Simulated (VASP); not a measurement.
Crystal: CaO.

```
Ca O
1.0
     0.00000    2.41896    2.41896
     2.41896    0.00000    2.41896
     2.41896    2.41896    0.00000
Ca O
1 1
Direct
  0.00000 0.00000 0.00000
  0.50000 0.50000 0.50000
```

The cell was built by a generator and needn't be a form met in nature.

Base run:

- Program: VASP 6.6.1
- Functional: r2SCAN
- Potentials or basis: VASP PAW PBE potentials, release 64 (Ca_sv, O)
- Cutoff: 520 eV
- k mesh: 10 × 10 × 10
- Occupations: gaussian, width 0.02 eV
- Spin: no spin polarisation

Its results: band gap on the k mesh 4.19 eV, indirect (least direct gap 4.57 eV); pressure -2.0 GPa.

Q: After a change of settings the same cell gave: band gap on the k mesh 6.05 eV, indirect (least direct gap 6.48 eV); pressure -2.2 GPa. Which change was it?
A. functional from r2SCAN to HSE06; k mesh from 10 × 10 × 10 to 8 × 8 × 8
B. further incar settings from ALGO = Normal; EDIFF = 1e-07 to ALGO = Normal; EDIFF = 1e-07; NBANDS = 15
C. functional from r2SCAN to PBE0; k mesh from 10 × 10 × 10 to 6 × 6 × 6

A: C.

Caveats: the PAW data sets were made with another functional, which shifts forces and pressure a little.

Runs at the PBE level aren't shown here.
